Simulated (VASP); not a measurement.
A convergence study with VASP on BAs (zinc blende): one setting is varied, all else stays as given below, so the limit is that of these other settings. Each run relaxes cell and ions from the cell shown. The basis is that of the starting cell, so low cut-offs carry a Pulay error.

```
AsB
1.0
    0.00000     2.39000     2.39000
    2.39000     0.00000     2.39000
    2.39000     2.39000     0.00000
B As
1 1
Direct
  0.00000   0.00000   0.00000
  0.25000   0.25000   0.25000
```

Level of theory: PBE GGA, VASP's PBE PAW potentials (set 64) (plane waves; VASP). The tightest run used: 800 eV cut-off, 8×8×8 Γ-centred mesh, Gaussian smearing of 0.050 eV, potentials B As.

Gaps are read on the run's mesh, which can miss a band edge.

| setting | relaxed volume (Å³/atom) | E (eV/atom) | gap on the mesh (eV) | plane waves |
|---|---|---|---|---|
| ENCUT = 250 | 13.733 | -5.6747 | 1.191 | 259 |
| ENCUT = 300 | 13.892 | -5.6987 | 1.206 | 332 |
| ENCUT = 350 | 13.947 | -5.7043 | 1.211 | 416 |

Problem. These are the cheaper rows. Estimate the results at ENCUT = 800, and how far the last row shown lies from them.

Solution. 
| quantity | tightest run | last row shown is off by |
|---|---|---|
| relaxed volume (Å³/atom) | 13.967 | -0.020 |
| E (eV/atom) | -5.7065 | 0.0023 |
| gap on the mesh (eV) | 1.213 | -0.002 |

Left out are rungs that failed or repeat a setting and relaxations that didn't move; long series are thinned to 24 rows.

The compound is BAs in the zinc blende structure.
